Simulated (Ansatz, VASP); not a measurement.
**Mg3NbO2 in VASP and in Ansatz**

INCAR

```
SYSTEM = Mg3NbO2
ALGO = Normal
EDIFF = 1E-6
ENCUT = 520
GGA = PE
ISIF = 2
ISMEAR = 0
LASPH = .True.
LCHARG = .False.
LREAL = .False.
LWAVE = .False.
NBANDS = 24
NELM = 100
PREC = Accurate
SIGMA = 0.1
```

Contents of KPOINTS:

```
k-points
0
Gamma
  6 6 2
  0 0 0
```

File POSCAR:

```
Mg3NbO2
1.0
    3.0544821500      0.0000000000      0.0000000000
    0.0000000000      3.0544821500      0.0000000000
    0.0000000000      0.0000000000     11.3663376700
Mg Nb O
3 1 2
Direct
    0.0000000000      0.0000000000      0.6647679800
    0.0000000000      0.0000000000      0.3352320200
    0.5000000000      0.5000000000      0.5000000000
    0.0000000000      0.0000000000      0.0000000000
    0.5000000000      0.5000000000      0.8681410000
    0.5000000000      0.5000000000      0.1318590000
```

Input for Ansatz:

```yaml
crystal:
  lattice:
    - [3.05448215, 0.0, 0.0]
    - [0.0, 3.05448215, 0.0]
    - [0.0, 0.0, 11.36633767]
  atoms:
    - { symbol: Mg, position: [0.0, 0.0, 0.66476798] }
    - { symbol: Mg, position: [0.0, 0.0, 0.33523202] }
    - { symbol: Mg, position: [0.5, 0.5, 0.5] }
    - { symbol: Nb, position: [0.0, 0.0, 0.0] }
    - { symbol: O, position: [0.5, 0.5, 0.868141] }
    - { symbol: O, position: [0.5, 0.5, 0.131859] }
basis:
  ecutwfc: 420
kpoints:
  mp_grid: { grid: [6, 6, 2] }
hamiltonian:
  xc: pbe
scf:
  occupations: { method: gaussian, width: 0.1 }
  lower_state_search: "off"
output:
  forces: true
  stress: true
  eigenvalues: true
```

Change from the starting cell: species swapped into the Er2Mg3Ru type (P4/mmm, No. 123).

Alike in both runs: task single point; functional PBE; k mesh 6 × 6 × 2; occupations gaussian, width 0.1 eV; no spin polarisation.

|  | VASP | Ansatz |
| --- | --- | --- |
| version | VASP 6.6.1 | Ansatz 0.2.0 |
| potentials or method | VASP PAW PBE potentials, release 64 (Mg, Nb_sv, O) | scalar-relativistic, plane waves, PAW |
| plane-wave cutoff (eV) | 520 | 420 |
| valence electrons in the cell | 31 | 55 |

```tsv
	VASP	Ansatz	Ansatz less VASP
gap on the k mesh at the Fermi level (eV)	none	none	-
pressure (GPa)	-13.5	-13.4	+0.10
largest component of the traceless stress (GPa)	0.90	0.91	+0.013
rms of the force components (eV/Å)	0.973	0.974	+0.0017
```

Atom by atom the forces differ by 0.002 eV/Å (rms over components). A gap of «none» marks a metal or a gap that the smearing closes. The functional is the same, so the differences come from potentials, cutoffs and numerics. The two sets of potentials don't hold the same shells in valence.

Caveats: an odd number of electrons without spin polarisation forces a metal; a magnetic or distorted state may lie lower.
